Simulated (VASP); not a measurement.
Input:

```
ZrO2
1.0
    0.00000     2.55920     2.55920
    2.55920     0.00000     2.55920
    2.55920     2.55920     0.00000
Zr O
1 2
Direct
  0.00000   0.00000   0.00000
  0.25000   0.25000   0.25000
  0.75000   0.75000   0.75000
```

Computed with PBE GGA, VASP's PBE PAW potentials (set 64) (plane waves; VASP). Run with 520 eV cut-off, 8×8×8 Γ-centred mesh, tetrahedra with Blöchl corrections, potentials Zr_sv O.

Problem. Predict the energy per atom (σ→0), band gap (on the k-mesh) with the smallest direct gap where there is one.

Solution. 
| Property | Value |
|---|---|
| band gap (on the k-mesh) | 3.31 eV |
| smallest direct gap (on the k-mesh) | 3.74 eV |
| energy per atom (σ→0) | -9523 meV/atom |

Total energies compare only between runs with the same potentials, cut-off and functional.

The compound is ZrO2 in the fluorite structure, the high-temperature cubic form, which is unstable at 0 K; the monoclinic form is the stable one. It was relaxed first.
